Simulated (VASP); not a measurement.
Output of a VASP run:

File OUTCAR:
```
 ion  position               nearest neighbor table
   1  0.000  0.000  0.011-   4 2.82   5 2.82   4 2.82   5 2.82   3 2.83   3 2.83   3 2.83   3 2.83
                             4 3.00   5 3.00   5 3.00   4 3.00   2 3.48   2 3.48   2 3.48   2 3.48
   2  0.500  0.500  0.530-   3 1.81   4 2.01   5 2.01   5 2.01   4 2.01   3 2.41   1 3.48   1 3.48
                             1 3.48   1 3.48   1 3.58   1 3.58   1 3.58   1 3.58
   3  0.500  0.500  0.959-   2 1.81   2 2.41   1 2.83   1 2.83   1 2.83   1 2.83
   4  0.000  0.500  0.482-   2 2.01   2 2.01   1 2.82   1 2.82   1 3.00   1 3.00
   5  0.500  0.000  0.482-   2 2.01   2 2.01   1 2.82   1 2.82   1 3.00   1 3.00
  LATTYP: Found a simple tetragonal cell.
 ALAT       =     3.9953162730
 C/A-ratio  =     1.0569133718
 Subroutine PRICEL returns:
 Original cell was already a primitive cell.
 Subroutine GETGRP returns: Found  8 space group operations
The static configuration has the point symmetry C_4v.
The dynamic configuration has the point symmetry C_4v.
 Subroutine INISYM returns: Found  8 space group operations
 Subroutine IBZKPT returns following result:
 Found     30 irreducible k-points:

 Following reciprocal coordinates:
            Coordinates               Weight
  0.000000  0.000000  0.000000      1.000000
  0.166667  0.000000  0.000000      4.000000
  0.333333  0.000000  0.000000      4.000000
  0.500000  0.000000  0.000000      2.000000
  0.166667  0.166667  0.000000      4.000000
  0.333333  0.166667  0.000000      8.000000
  0.500000  0.166667  0.000000      4.000000
  0.333333  0.333333  0.000000      4.000000
  0.500000  0.333333  0.000000      4.000000
  0.500000  0.500000  0.000000      1.000000
  0.000000  0.000000  0.200000      2.000000
  0.166667  0.000000  0.200000      8.000000
  0.333333  0.000000  0.200000      8.000000
  0.500000  0.000000  0.200000      4.000000
  0.166667  0.166667  0.200000      8.000000
  0.333333  0.166667  0.200000     16.000000
  0.500000  0.166667  0.200000      8.000000
  0.333333  0.333333  0.200000      8.000000
  0.500000  0.333333  0.200000      8.000000
  0.500000  0.500000  0.200000      2.000000
  0.000000  0.000000  0.400000      2.000000
  0.166667  0.000000  0.400000      8.000000
  0.333333  0.000000  0.400000      8.000000
  0.500000  0.000000  0.400000      4.000000
  0.166667  0.166667  0.400000      8.000000
  0.333333  0.166667  0.400000     16.000000
  0.500000  0.166667  0.400000      8.000000
  0.333333  0.333333  0.400000      8.000000
  0.500000  0.333333  0.400000      8.000000
  0.500000  0.500000  0.400000      2.000000
   k-points           NKPTS =     30   k-points in BZ     NKDIM =     30   number of bands    NBANDS=     24
   number of dos      NEDOS =    301   number of ions     NIONS =      5
   total plane-waves  NPLWV =  36864
   dimension x,y,z NGX =    32 NGY =   32 NGZ =   36
   dimension x,y,z NGXF=    64 NGYF=   64 NGZF=   72
   ions per type =               1   1   3
   PREC   = accura    normal or accurate (medium, high low for compatibility)
   ISTART =      0    job   : 0-new  1-cont  2-samecut
   ICHARG =      2    charge: 1-file 2-atom 10-const
   ISPIN  =      1    spin polarized calculation?
   LNONCOLLINEAR =      F non collinear calculations
   LSORBIT =      F    spin-orbit coupling
   INIWAV =      1    electr: 0-lowe 1-rand  2-diag
   ENCUT  =  620.0 eV  45.57 Ry    6.75 a.u.   8.11  8.11  8.57*2*pi/ulx,y,z
   NELM   =    100;   NELMIN=  2; NELMDL= -5     # of ELM steps
   EDIFF  = 0.1E-05   stopping-criterion for ELM
   LREAL  =      F    real-space projection
   NLSPLINE    = F    spline interpolate recip. space projectors
   LMAXMIX     =    4 max onsite mixed and CHGCAR
   VOSKOWN=      0    Vosko Wilk Nusair interpolation
   EDIFFG = -.2E-01   stopping-criterion for IOM
   NSW    =     40    number of steps for IOM
   NBLOCK =      1;   KBLOCK =     40    inner block; outer block
   IBRION =      2    ionic relax: 0-MD 1-quasi-New 2-CG
   NFREE  =      1    steps in history (QN), initial steepest desc. (CG)
   ISIF   =      3    stress and relaxation
   ISYM   =      2    0-nonsym 1-usesym 2-fastsym
   TEIN   =    0.0    initial temperature
...
```

### OSZICAR
```
       N       E                     dE             d eps       ncg     rms          rms(c)
DAV:   1     0.489434429408E+03    0.48943E+03   -0.23494E+04  1440   0.203E+03
DAV:   2     0.263448741968E+01   -0.48680E+03   -0.47961E+03  1744   0.521E+02
DAV:   3    -0.482261122198E+02   -0.50861E+02   -0.50039E+02  2064   0.157E+02
DAV:   4    -0.506680025665E+02   -0.24419E+01   -0.24406E+01  2176   0.311E+01
DAV:   5    -0.507466752359E+02   -0.78673E-01   -0.78669E-01  2040   0.413E+00    0.237E+01
DAV:   6    -0.403052731590E+02    0.10441E+02   -0.77496E+01  2288   0.783E+01    0.105E+01
DAV:   7    -0.402502970301E+02    0.54976E-01   -0.14328E+01  1984   0.284E+01    0.683E+00
DAV:   8    -0.400376876148E+02    0.21261E+00   -0.10007E+00  1976   0.986E+00    0.303E+00
DAV:   9    -0.400705344953E+02   -0.32847E-01   -0.31094E-01  2032   0.468E+00    0.135E+00
DAV:  10    -0.400548732631E+02    0.15661E-01   -0.14285E-01  1960   0.397E+00    0.392E-01
DAV:  11    -0.400535111056E+02    0.13622E-02   -0.87686E-03  1840   0.688E-01    0.122E-01
DAV:  12    -0.400533798882E+02    0.13122E-03   -0.10899E-03  1832   0.248E-01    0.435E-02
DAV:  13    -0.400533742079E+02    0.56803E-05   -0.26425E-04  1864   0.142E-01    0.205E-02
DAV:  14    -0.400533785272E+02   -0.43193E-05   -0.62505E-05  1984   0.659E-02    0.108E-02
DAV:  15    -0.400533787457E+02   -0.21847E-06   -0.21095E-05  2032   0.388E-02    0.810E-03
DAV:  16    -0.400533784983E+02    0.24734E-06   -0.76748E-06  1904   0.263E-02
   1 F= -.40053378E+02 E0= -.40053378E+02  d E =-.400534E+02
```

**OUTCAR**
```
------------------------ aborting loop because EDIFF is reached ----------------------------------------
  FORCE on cell =-STRESS in cart. coord.  units (eV):
  Direction    XX          YY          ZZ          XY          YZ          ZX
  --------------------------------------------------------------------------------------
  Total       -0.0091986     -0.0091986      0.0001647      0.0000000      0.0000000      0.0000000
  in kB       -0.2186450     -0.2186450      0.0039151      0.0000000      0.0000000      0.0000000
  external PRESSURE =      -0.1444583 kB  Pullay stress =       0.0000000 kB
  volume of cell :       67.41
      direct lattice vectors                 reciprocal lattice vectors
     3.995316273  0.000000000  0.000000000     0.250293076  0.000000000  0.000000000
     0.000000000  3.995316273  0.000000000     0.000000000  0.250293076  0.000000000
     0.000000000  0.000000000  4.222703194     0.000000000  0.000000000  0.236815129
 POSITION                                       TOTAL-FORCE (eV/Angst)
 -----------------------------------------------------------------------------------
      0.00000      0.00000      0.04564         0.000000      0.000000      0.002849
      1.99766      1.99766      2.23712        -0.000000     -0.000000     -0.010634
      1.99766      1.99766      4.05165         0.000000      0.000000      0.017736
      0.00000      1.99766      2.03516         0.000000      0.000000     -0.004975
      1.99766      0.00000      2.03516         0.000000      0.000000     -0.004975
 -----------------------------------------------------------------------------------
    total drift:                                0.000000     -0.000000      0.000523
  FREE ENERGIE OF THE ION-ELECTRON SYSTEM (eV)
  ---------------------------------------------------
  free  energy   TOTEN  =       -40.0533784983 eV

  energy  without entropy=      -40.0533784983  energy(sigma->0) =      -40.05337850

 reached required accuracy - stopping structural energy minimisation
```
(Selected blocks of OUTCAR.)

**POSCAR**
```
BaTiO3
1
    3.9953162730     0.0000000000     0.0000000000
    0.0000000000     3.9953162730    -0.0000000000
    0.0000000000    -0.0000000000     4.2227031936
Ba Ti O
1 1 3
Direct
  0.0000000000   1.0000000000   0.0108071665
  0.5000000000   0.5000000000   0.5297848881
  0.5000000000   0.5000000000   0.9594931348
  0.0000000000   0.5000000000   0.4819574053
  0.5000000000   0.0000000000   0.4819574053
```

Question: Reconstruct the remaining input files.

Answer: One answer among several that fit: the input of the run itself, PBE GGA, plane waves, VASP's PBE PAW potentials (set 64).

KPOINTS:
```
Automatic mesh
0
Gamma
6 6 5
0 0 0
```

INCAR:
```
SYSTEM=BaTiO3
PREC=Accurate; ENCUT=620; LREAL=.FALSE.
LASPH=.TRUE.
EDIFF=1E-6; NELM=100; ALGO=Normal
LMAXMIX=4
ISMEAR=0; SIGMA=0.05
GGA=PE
IBRION=2; NSW=40; ISIF=3
EDIFFG=-0.02
LWAVE=.FALSE.; LCHARG=.FALSE.
```

POTCAR, in this order: Ba_sv Ti_sv O (PBE.64 set). Program: vasp_std.

The compound is BaTiO3 in the tetragonal perovskite structure. It was relaxed first.
